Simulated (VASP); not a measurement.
Given:

```xyz
1
Lattice="-1.4890 1.4890 1.4890 1.4890 -1.4890 1.4890 1.4890 1.4890 -1.4890" Properties=species:S:1:pos:R:3 pbc="T T T"
V      0.0000     0.0000     0.0000
```

Computed with PBE GGA, VASP's PBE PAW potentials (set 64) (plane waves; VASP). Numerical set-up: 480 eV cut-off, 15×15×15 Γ-centred mesh, first-order Methfessel-Paxton smearing of 0.10 eV, potentials V.

Q: Estimate the energy per atom (σ→0), band gap (on the k-mesh) with the smallest direct gap where there is one.

A: 
| Quantity | Result |
|---|---|
| band gap (on the k-mesh) | none (metal, semimetal or under 0.01 eV) |
| energy per atom (σ→0) | -8946 meV/atom |

Only differences to runs with the same potentials and settings are physical.

The compound is V in the bcc structure. It was relaxed first, which changed the volume by -5 %. The start is the result of an earlier pass. The run is not spin-polarised, so no magnetic state was tried.
